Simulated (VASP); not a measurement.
**NiS: magnetic orders**

Aim: compare collinear orders of NiS. The start is a cell from a database of measured crystal structures.

Method: r2SCAN, DFT+U (Ni d 4 eV), spin-polarised, from parallel moments; plane waves and PAW (Ni, S), in the first sound run; inputs show where later runs differ, in VASP 6.6.1.

The database entry behind the starting cell differs from later determinations by our own check (about 0.4 % short), so it need not match the best structure at ambient conditions.

### Step 1. Set-up

It takes space group P6_3/mmc (No. 194, hexagonal). Conventional cell: a = 3.425 Å, b = 3.425 Å, c = 5.340 Å, α = 90.00°, β = 90.00°, γ = 120.00°. Ni has 6 S at 2.39 Å and 2 Ni at 2.67 Å nearest. Nearest to S lie 6 Ni at 2.39 Å. Farther neighbours and most contacts between anions are not listed.

Coordinates:

```xyz
8
Lattice="6.8500 0.0000 0.0000 -1.7125 2.9661 0.0000 0.0000 0.0000 5.3400" Properties=species:S:1:pos:R:3 pbc="T T T"
Ni    0.0000    0.0000    2.6700
Ni    3.4250    0.0000    2.6700
Ni    0.0000    0.0000    0.0000
Ni    3.4250    0.0000    0.0000
S     1.7125    0.9887    4.0050
S     5.1375    0.9887    4.0050
S     0.0000    1.9774    1.3350
S     3.4250    1.9774    1.3350
```

### Step 2. Magnetic order, start order fm, signs ++++

Each run starts from other signs of the moments at the same geometry and cutoff; gentle mixing helps it keep them. Any wave vector in a name is a fraction of the reciprocal vectors of the first cell as typed.

File INCAR:

```
SYSTEM = NiS
PREC = Accurate
ENCUT = 350
EDIFF = 1E-06
NELM = 150
ISMEAR = 0
SIGMA = 0.05
LREAL = .FALSE.
ALGO = Normal
METAGGA = R2SCAN
LASPH = .TRUE.
NBANDS = 46
ISPIN = 2
MAGMOM = 1 1 1 1 0 0 0 0
LDAU = .TRUE.
LDAUTYPE = 2
LDAUL = 2 -1
LDAUU = 4 0
LDAUJ = 0 0
LDAUPRINT = 1
LMAXMIX = 4
LORBIT = 11
LWAVE = .FALSE.
LCHARG = .TRUE.
KPAR = 2
AMIX = 0.2
BMIX = 1E-04
AMIX_MAG = 0.8
BMIX_MAG = 1E-04
```

File POSCAR:

```
NiS
1.0
    6.8500000000      0.0000000000      0.0000000000
   -1.7125000000      2.9661370080      0.0000000000
    0.0000000000      0.0000000000      5.3400000000
Ni S
4 4
Direct
    0.0000000000      0.0000000000      0.5000000000
    0.5000000000      0.0000000000      0.5000000000
    0.0000000000      0.0000000000      0.0000000000
    0.5000000000      0.0000000000      0.0000000000
    0.3333333334      0.3333333333      0.7500000000
    0.8333333334      0.3333333333      0.7500000000
    0.1666666667      0.6666666667      0.2500000000
    0.6666666667      0.6666666667      0.2500000000
```

File KPOINTS:

```
Automatic mesh
0
Gamma
6 6 3
0 0 0
```

PAW data sets: Ni and S (PBE family, release 64).

On the command line:

```console
mpirun -np 2 vasp_std
```

Output:

```text
[banner, memory and clock lines left out]
running    2 mpi-ranks, on    1 nodes
 distrk:  each k-point on    1 cores,    2 groups
 distr:  one band on    1 cores,    1 groups

 POSCAR found type information on POSCAR NiS
 POSCAR found :  2 types and       8 ions
|                                                                             |
|               ----> ADVICE to this user running VASP <----                  |
|                                                                             |
|     You enforced a specific xc type in the INCAR file but a different       |
|     [... a line on the potential file left out ...]
|     I HOPE YOU KNOW WHAT YOU ARE DOING!                                     |
|                                                                             |

 LDA part: xc-table for (None), standard interpolation
 POSCAR, INCAR and KPOINTS ok, starting setup
 FFT: planning ... GRIDC
 FFT: planning ... GRID_SOFT
 FFT: planning ... GRID
 WAVECAR not read
 entering main loop
       N       E                     dE             d eps       ncg     rms          rms(c)
DAV:   1     0.413557542055E+03    0.41356E+03   -0.22132E+04  5888   0.124E+03
DAV:   2    -0.301716043761E+02   -0.44373E+03   -0.41746E+03  5962   0.320E+02
DAV:   3    -0.826805496746E+02   -0.52509E+02   -0.50025E+02  6510   0.124E+02
DAV:   4    -0.848058150038E+02   -0.21253E+01   -0.21055E+01  7232   0.248E+01
DAV:   5    -0.848670149588E+02   -0.61200E-01   -0.61157E-01  7440   0.424E+00    0.273E+01
DAV:   6    -0.732317933159E+02    0.11635E+02   -0.21112E+01  6906   0.602E+01    0.217E+01
DAV:   7    -0.735220993457E+02   -0.29031E+00   -0.24254E+00  7356   0.195E+01    0.167E+01
DAV:   8    -0.759152732338E+02   -0.23932E+01   -0.98482E-01  9684   0.169E+01    0.154E+01
DAV:   9    -0.764574086538E+02   -0.54214E+00   -0.52921E-01  8268   0.104E+01    0.135E+01
DAV:  10    -0.765714329850E+02   -0.11402E+00   -0.18304E+00  8500   0.270E+01    0.733E+00
DAV:  11    -0.767843031789E+02   -0.21287E+00   -0.23658E+00  9158   0.156E+01    0.303E+00
DAV:  12    -0.768361726149E+02   -0.51869E-01   -0.52160E-01  6702   0.572E+00    0.182E+00
DAV:  13    -0.768154244294E+02    0.20748E-01   -0.53599E-02  8386   0.235E+00    0.144E+00
DAV:  14    -0.768161346856E+02   -0.71026E-03   -0.44617E-02  8638   0.343E+00    0.536E-01
DAV:  15    -0.768147138489E+02    0.14208E-02   -0.20482E-02  7244   0.841E-01    0.480E-01
DAV:  16    -0.768164176821E+02   -0.17038E-02   -0.16619E-03  8156   0.568E-01    0.303E-01
DAV:  17    -0.768189584289E+02   -0.25407E-02   -0.46141E-03  8704   0.125E+00    0.170E-01
DAV:  18    -0.768191641818E+02   -0.20575E-03   -0.21331E-03  6508   0.323E-01    0.120E-01
DAV:  19    -0.768190884762E+02    0.75706E-04   -0.13000E-04  7550   0.209E-01    0.131E-01
DAV:  20    -0.768191366757E+02   -0.48200E-04   -0.52656E-05  7992   0.134E-01    0.850E-02
DAV:  21    -0.768191089785E+02    0.27697E-04   -0.28968E-04  8448   0.329E-01    0.355E-02
DAV:  22    -0.768191321558E+02   -0.23177E-04   -0.84962E-05  6740   0.706E-02    0.194E-02
DAV:  23    -0.768191343429E+02   -0.21871E-05   -0.69375E-06  6204   0.141E-02    0.102E-02
DAV:  24    -0.768191380078E+02   -0.36649E-05   -0.59264E-07  3586   0.179E-02    0.791E-03
DAV:  25    -0.768191403926E+02   -0.23848E-05   -0.14048E-06  4232   0.128E-02    0.384E-03
DAV:  26    -0.768191404251E+02   -0.32535E-07   -0.12124E-06  3508   0.126E-02
   1 F= -.76819140E+02 E0= -.76819140E+02  d E =-.109959E-13  mag=     8.0000
```

The job ended after 20 min (2 MPI ranks of AMD EPYC 7R43, shared host; peak memory 0.56 GiB).

The logs omit lines about the potential files and the build; timing stands in the text.

OUTCAR, selected parts (step 2):

```text
ion  position               nearest neighbor table
   1  0.000  0.000  0.500-   6 2.39   8 2.39   7 2.39   7 2.39   6 2.39   5 2.39   3 2.67   3 2.67

  LATTYP: Found a simple orthorhombic cell.
 ALAT       =     3.4250000000
 B/A-ratio  =     1.5591240876
 C/A-ratio  =     1.7320508076

 Subroutine GETGRP returns: Found  8 space group operations
 (whereof  4 operations were pure point group operations)

The static configuration has the point symmetry C_2h.
 The point group associated with its full space group is D_2h.

 Found     32 irreducible k-points:

   k-points           NKPTS =     32   k-points in BZ     NKDIM =     32   number of bands    NBANDS=     46

   dimension x,y,z NGX =    42 NGY =   24 NGZ =   36
   dimension x,y,z NGXF=    84 NGYF=   48 NGZF=   72

   ENCUT  =  350.0 eV  25.72 Ry    5.07 a.u.  10.45  5.22  8.15*2*pi/ulx,y,z

   NELECT =      64.0000    total number of electrons

 k-points in reciprocal lattice and weights: Automatic mesh
   0.00000000  0.00000000  0.00000000       0.009
   0.16666667  0.00000000  0.00000000       0.019
   0.33333333  0.00000000  0.00000000       0.019
   0.50000000  0.00000000  0.00000000       0.009
   0.00000000  0.16666667  0.00000000       0.037
   0.16666667  0.16666667  0.00000000       0.037
   0.33333333  0.16666667  0.00000000       0.019
  -0.16666667  0.16666667  0.00000000       0.019
   0.00000000  0.33333333  0.00000000       0.037
[...]
0.33333333  0.50000000  0.33333333       0.037
   0.50000000  0.50000000  0.33333333       0.019

atom =   1  type =  1  l = 2

 onsite density matrix

spin component  1

  0.9818 -0.0000  0.0000  0.0219 -0.0000
 -0.0000  0.9977  0.0000 -0.0000  0.0220
  0.0000  0.0000  0.9684  0.0000  0.0000
  0.0219 -0.0000  0.0000  0.9977 -0.0000
 -0.0000  0.0220  0.0000 -0.0000  0.9818

spin component  2

  0.7085  0.0001  0.0001 -0.3498 -0.0001
  0.0001  0.4645  0.0001  0.0004 -0.3499
  0.0001  0.0001  0.9616  0.0001  0.0000
 -0.3498  0.0004  0.0001  0.4650  0.0001
 -0.0001 -0.3499  0.0000  0.0001  0.7086

 occupancies and eigenvectors

  o =  0.2159  v =  0.0000  0.0000  0.0000  0.0000  0.0000  0.2895 -0.7061  0.0000  0.4077 -0.5014      0.0000  0.0000  0.0000  0.0000  0.0000  0.0000  0.0000  0.0000  0.0000  0.0000
  o =  0.2166  v =  0.0000  0.0000  0.0000  0.0000  0.0000 -0.5018 -0.4075  0.0002 -0.7058 -0.2897      0.0000  0.0000  0.0000  0.0000  0.0000  0.0000  0.0000  0.0000  0.0000  0.0000
  o =  0.9571  v =  0.0000  0.0000  0.0000  0.0000  0.0000 -0.4077 -0.5014 -0.0000  0.2895  0.7061      0.0000  0.0000  0.0000  0.0000  0.0000  0.0000  0.0000  0.0000  0.0000  0.0000
  o =  0.9571  v =  0.0000  0.0000  0.0000  0.0000  0.0000 -0.7058  0.2897  0.0013  0.5018 -0.4075      0.0000  0.0000  0.0000  0.0000  0.0000  0.0000  0.0000  0.0000  0.0000  0.0000
  o =  0.9616  v =  0.0000  0.0000  0.0000  0.0000  0.0000 -0.0010  0.0003 -1.0000  0.0005 -0.0006      0.0000  0.0000  0.0000  0.0000  0.0000  0.0000  0.0000  0.0000  0.0000  0.0000
  o =  0.9664  v = -0.7094  0.2868 -0.0019  0.4967 -0.4096  0.0000  0.0000  0.0000  0.0000  0.0000      0.0000  0.0000  0.0000  0.0000  0.0000  0.0000  0.0000  0.0000  0.0000  0.0000
  o =  0.9664  v =  0.4094  0.4971  0.0000 -0.2870 -0.7091  0.0000  0.0000  0.0000  0.0000  0.0000      0.0000  0.0000  0.0000  0.0000  0.0000  0.0000  0.0000  0.0000  0.0000  0.0000
  o =  0.9684  v =  0.0015 -0.0003 -1.0000 -0.0006  0.0009  0.0000  0.0000  0.0000  0.0000  0.0000      0.0000  0.0000  0.0000  0.0000  0.0000  0.0000  0.0000  0.0000  0.0000  0.0000
  o =  1.0131  v = -0.4967 -0.4096 -0.0005 -0.7094 -0.2868  0.0000  0.0000  0.0000  0.0000  0.0000      0.0000  0.0000  0.0000  0.0000  0.0000  0.0000  0.0000  0.0000  0.0000  0.0000
  o =  1.0132  v =  0.2870 -0.7091 -0.0000  0.4094 -0.4971  0.0000  0.0000  0.0000  0.0000  0.0000      0.0000  0.0000  0.0000  0.0000  0.0000  0.0000  0.0000  0.0000  0.0000  0.0000

atom =   2  type =  1  l = 2

 onsite density matrix

spin component  1

spin component  2

 occupancies and eigenvectors

atom =   3  type =  1  l = 2

 onsite density matrix

spin component  1

  0.9818  0.0000  0.0000 -0.0219 -0.0000
  0.0000  0.9977 -0.0000 -0.0000 -0.0220
  0.0000 -0.0000  0.9684 -0.0000  0.0000
 -0.0219 -0.0000 -0.0000  0.9977  0.0000
 -0.0000 -0.0220  0.0000  0.0000  0.9818

spin component  2

  0.7085 -0.0001  0.0001  0.3498 -0.0001
 -0.0001  0.4645 -0.0001  0.0004  0.3499
  0.0001 -0.0001  0.9616 -0.0001  0.0000
  0.3498  0.0004 -0.0001  0.4650 -0.0001
 -0.0001  0.3499  0.0000 -0.0001  0.7086

 occupancies and eigenvectors

  o =  0.2159  v =  0.0000  0.0000  0.0000  0.0000  0.0000  0.2895  0.7061  0.0000 -0.4077 -0.5014      0.0000  0.0000  0.0000  0.0000  0.0000  0.0000  0.0000  0.0000  0.0000  0.0000
  o =  0.2166  v =  0.0000  0.0000  0.0000  0.0000  0.0000 -0.5018  0.4075  0.0002  0.7058 -0.2897      0.0000  0.0000  0.0000  0.0000  0.0000  0.0000  0.0000  0.0000  0.0000  0.0000
  o =  0.9571  v =  0.0000  0.0000  0.0000  0.0000  0.0000 -0.4077  0.5014 -0.0000 -0.2895  0.7061      0.0000  0.0000  0.0000  0.0000  0.0000  0.0000  0.0000  0.0000  0.0000  0.0000
  o =  0.9571  v =  0.0000  0.0000  0.0000  0.0000  0.0000 -0.7058 -0.2897  0.0013 -0.5018 -0.4075      0.0000  0.0000  0.0000  0.0000  0.0000  0.0000  0.0000  0.0000  0.0000  0.0000
  o =  0.9616  v =  0.0000  0.0000  0.0000  0.0000  0.0000 -0.0010 -0.0003 -1.0000 -0.0005 -0.0006      0.0000  0.0000  0.0000  0.0000  0.0000  0.0000  0.0000  0.0000  0.0000  0.0000
  o =  0.9664  v =  0.7094  0.2868  0.0019  0.4967  0.4096  0.0000  0.0000  0.0000  0.0000  0.0000      0.0000  0.0000  0.0000  0.0000  0.0000  0.0000  0.0000  0.0000  0.0000  0.0000
  o =  0.9664  v = -0.4094  0.4971 -0.0000 -0.2870  0.7091  0.0000  0.0000  0.0000  0.0000  0.0000      0.0000  0.0000  0.0000  0.0000  0.0000  0.0000  0.0000  0.0000  0.0000  0.0000
  o =  0.9684  v =  0.0015  0.0003 -1.0000  0.0006  0.0009  0.0000  0.0000  0.0000  0.0000  0.0000      0.0000  0.0000  0.0000  0.0000  0.0000  0.0000  0.0000  0.0000  0.0000  0.0000
  o =  1.0131  v = -0.4967  0.4096 -0.0005  0.7094 -0.2868  0.0000  0.0000  0.0000  0.0000  0.0000      0.0000  0.0000  0.0000  0.0000  0.0000  0.0000  0.0000  0.0000  0.0000  0.0000
  o =  1.0132  v =  0.2870  0.7091 -0.0000 -0.4094 -0.4971  0.0000  0.0000  0.0000  0.0000  0.0000      0.0000  0.0000  0.0000  0.0000  0.0000  0.0000  0.0000  0.0000  0.0000  0.0000

atom =   4  type =  1  l = 2

 onsite density matrix

spin component  1

spin component  2

 occupancies and eigenvectors

 average (electrostatic) potential at core
       1 -89.4764       2 -89.4764       3 -89.4764       4 -89.4764       5 -85.8360
       6 -85.8360       7 -85.8360       8 -85.8360

 E-fermi :   8.5924

 spin component 1
 k-point     1 :       0.0000    0.0000    0.0000
  band No.  band energies     occupation
    ...
     32       7.0215      1.00000
     33       7.6934      1.00000
     34       8.1664      1.00000
     35       8.1669      1.00000
     36       8.3448      1.00000
     37      12.6577      0.00000
     38      12.7325      0.00000
     39      13.1492      0.00000
     40      13.3235      0.00000
     41      13.4832      0.00000
    ...

 k-point     2 :       0.1667    0.0000    0.0000
  band No.  band energies     occupation
    ...
     32       7.0728      1.00000
     33       7.7381      1.00000
     34       7.8092      1.00000
     35       8.1914      1.00000
     36       8.3379      1.00000
     37      12.8021      0.00000
     38      13.1531      0.00000
     39      13.2415      0.00000
     40      13.6615      0.00000
     41      13.7694      0.00000
    ...

 k-point     3 :       0.3333    0.0000    0.0000
  band No.  band energies     occupation
    ...
     32       6.9613      1.00000
     33       7.4955      1.00000
     34       7.8156      1.00000
     35       8.2390      1.00000
     36       8.3171      1.00000
     37      13.0347      0.00000
     38      13.6321      0.00000
     39      13.7365      0.00000
     40      14.1394      0.00000
     41      14.5596      0.00000
    ...

 k-point     4 :       0.5000    0.0000    0.0000
  band No.  band energies     occupation
    ...
     32       5.9444      1.00000
     33       7.7783      1.00000
     34       7.7783      1.00000
     35       8.2834      1.00000
     36       8.2834      1.00000
     37      13.4274      0.00000
     38      13.4274      0.00000
     39      14.5281      0.00000
     40      14.5281      0.00000
     41      14.7069      0.00000
    ...

 k-point     5 :       0.0000    0.1667    0.0000
  band No.  band energies     occupation
    ...
     32       6.8301      1.00000
     33       6.9612      1.00000
     34       7.0310      1.00000
     35       7.8157      1.00000
     36       8.2393      1.00000
     37      11.9634      0.00000
     38      13.7358      0.00000
     39      14.2323      0.00000
     40      14.5594      0.00000
     41      15.3858      0.00000
    ...

 k-point     6 :       0.1667    0.1667    0.0000
  band No.  band energies     occupation
    ...
     32       6.9752      1.00000
     33       7.0660      1.00000
     34       7.3338      1.00000
     35       7.8181      1.00000
     36       7.8917      1.00000
     37      12.5908      0.00000
     38      14.0730      0.00000
     39      14.4435      0.00000
     40      14.9279      0.00000
     41      15.0381      0.00000
    ...

  Total        8.4786920      8.5066692     11.2323554     -0.0242290      0.0000000      0.0000000
  in kB      125.2034810    125.6166170    165.8663857     -0.3577862      0.0000000      0.0000000
  external PRESSURE =     138.8954946 kB  Pullay stress =       0.0000000 kB

  energy-cutoff  :      350.00
  volume of cell :      108.50
      direct lattice vectors                 reciprocal lattice vectors
     6.850000000  0.000000000  0.000000000     0.145985401  0.084284711  0.000000000
    -1.712500000  2.966137008  0.000000000     0.000000000  0.337138843  0.000000000
     0.000000000  0.000000000  5.340000000     0.000000000  0.000000000  0.187265918

 POSITION                                       TOTAL-FORCE (eV/Angst)
 -----------------------------------------------------------------------------------
      0.00000      0.00000      2.67000         0.000000     -0.000000     -0.000000
      3.42500      0.00000      2.67000         0.000000     -0.000000     -0.000000
      0.00000      0.00000      0.00000         0.000000     -0.000000     -0.000000
      3.42500      0.00000      0.00000         0.000000     -0.000000     -0.000000
      1.71250      0.98871      4.00500        -0.002154     -0.001244      0.000000
      5.13750      0.98871      4.00500        -0.002154     -0.001244      0.000000
      0.00000      1.97742      1.33500         0.002154      0.001244     -0.000000
      3.42500      1.97742      1.33500         0.002154      0.001244     -0.000000
 -----------------------------------------------------------------------------------
    total drift:                               -0.000001     -0.000000     -0.000000

  FREE ENERGIE OF THE ION-ELECTRON SYSTEM (eV)
  ---------------------------------------------------
  free  energy   TOTEN  =       -76.8191404251 eV

  energy  without entropy=      -76.8191404251  energy(sigma->0) =      -76.81914043

 total charge
# of ion       s       p       d       tot
------------------------------------------
    1        0.395   0.487   8.211   9.093
    2        0.395   0.487   8.211   9.093
    3        0.395   0.487   8.211   9.093
    4        0.395   0.487   8.211   9.093
    5        1.311   2.522   0.000   3.833
    6        1.311   2.522   0.000   3.833
    7        1.311   2.522   0.000   3.833
    8        1.311   2.522   0.000   3.833
--------------------------------------------------
tot          6.825  12.036  32.842  51.703

 magnetization (x)
# of ion       s       p       d       tot
------------------------------------------
    1        0.015   0.020   1.619   1.654
    2        0.015   0.020   1.619   1.654
    3        0.015   0.020   1.619   1.654
    4        0.015   0.020   1.619   1.654
    5        0.038   0.216   0.000   0.253
    6        0.038   0.216   0.000   0.253
    7        0.038   0.216   0.000   0.253
    8        0.038   0.216   0.000   0.253
--------------------------------------------------
tot          0.210   0.942   6.474   7.627

[... 6 further parts left out ...]
```

The magnetic state follows from one typed start and may not be the lowest. The gap is read on the k-mesh alone, so it is an upper bound where the band edges lie off the mesh. The PAW data sets were made with PBE, which is usual practice but a small mismatch for other functionals.

A gap read on the k-mesh alone can miss the band edges.

This step gave:

```
electronic cycles                                 : 26
electrons                                         : 64
free energy (TOTEN)                               : -76.8191 eV
Fermi energy                                      : 8.592 eV
moment of the cell, from the last line of the log : 8 μB
labelled metallic, from the levels on this mesh   : no
gap on the k-mesh                                 : 0.5803 eV
least direct gap on the k-mesh                    : 0.5809 eV
```

Spin moment in the PAW sphere by atom:

```csv
atom,spin moment in the PAW sphere (μB)
Ni1,1.65
Ni2,1.65
Ni3,1.65
Ni4,1.65
S5,0.25
S6,0.25
S7,0.25
S8,0.25
```

Spin density in the ac plane at fractional y = 0.000, with atoms of Ni within 0.2 Å of it.

Ten even steps from '_' (0.0 e/Å³) to '@' (2.7 e/Å³), each cell a mean:
```
##--____________--**++..__________..++
______________________________________
______________________________________
______________________________________
______________________________________
--::____________::----______________--
@@==____________==@@##..__________..##
**--____________--**++..__________..++
______________________________________
______________________________________
______________________________________
______________________________________
--..____________..--::______________::
@@==____________==@@##..__________..##
```
Columns run along a (6.8 Å), rows up along c (5.3 Å). Atoms in or near the plane, at fractional coordinates: Ni at (0.00, 0.50), Ni at (0.50, 0.50), Ni at (0.00, 0.00), Ni at (0.50, 0.00).

Valence density in the ac plane at fractional y = 0.000, with atoms of Ni within 0.2 Å of it. It is the smooth field of the valence electrons, not physical close to the nuclei.

Ten even steps from '_' (0 e/Å³) to '@' (12 e/Å³), each cell a mean:
```
##--____________--##++..__________..++
..________________....______________..
______________________________________
______________________________________
______________________________________
==..____________..==--______________--
@@==____________==@@##::__________..##
##--____________--##++..__________..++
..________________....______________..
______________________________________
______________________________________
______________________________________
==..____________..==--______________::
@@==____________==@@##::__________..##
```
Columns run along a (6.8 Å), rows up along c (5.3 Å). Atoms in or near the plane, at fractional coordinates: Ni at (0.00, 0.50), Ni at (0.50, 0.50), Ni at (0.00, 0.00), Ni at (0.50, 0.00).

The largest moment at the end is 1.65 μB, and the moments of the cell sum to 8.00 μB.

(Continued in part 2 of 3.)

[Lines on the potential files, build, host, timing and source positions are cut from VASP's logs without a mark.]

[Logs are printed without paths, hosts, clocks, repeated set-up lines and the standing remarks that a program may print on its own settings, such as how far it seeks lower states.]

[Hosts, paths, dates, database ids (printed as entryN), source tags and the programs' standing remarks are cut or masked in the printed files.]

[In band tables of VASP the shares of atoms and orbitals are scaled to a sum of 1 inside the atoms' spheres.]

[Runs that stopped without an error message from VASP are left out.]
